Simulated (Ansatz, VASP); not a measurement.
# BiW: VASP beside Ansatz

```
W Bi
1.0
     4.54417    0.00000    0.00000
    -2.27209    3.93537    0.00000
     0.00000    0.00000    5.12694
W Bi
2 2
Direct
  0.00000 0.00000 0.00000
  0.00000 0.00000 0.50000
  0.33333 0.66667 0.25000
  0.66667 0.33333 0.75000
```

Alike in both runs: functional PBE; k mesh 10 × 10 × 6; occupations gaussian, width 0.05 eV; no spin polarisation.

Ansatz relaxed the structure, and its values are those at the end. VASP's run is a single point on that final structure, the one shown.

|  | VASP | Ansatz |
| --- | --- | --- |
| version | VASP 6.6.1 | Ansatz 0.2.0 |
| potentials or method | VASP PAW PBE potentials, release 64 (W_sv, Bi_d) | scalar-relativistic, plane waves, PAW |
| plane-wave cutoff (eV) | 520 | 420 |
| valence electrons in the cell | 58 | 58 |

Ansatz gave:

- gap on the k mesh at the Fermi level (eV): none
- pressure (GPa): 4.9

Task: Estimate VASP's values.

Result: gap on the k mesh at the Fermi level (eV): none; pressure (GPa): 5.1.

A gap of «none» marks a metal or a gap that the smearing closes. With one functional, cell and mesh, what is left measures potentials, basis and numerics.

Caveats: spin-orbit coupling is left out, which moves the levels of the heavy elements.
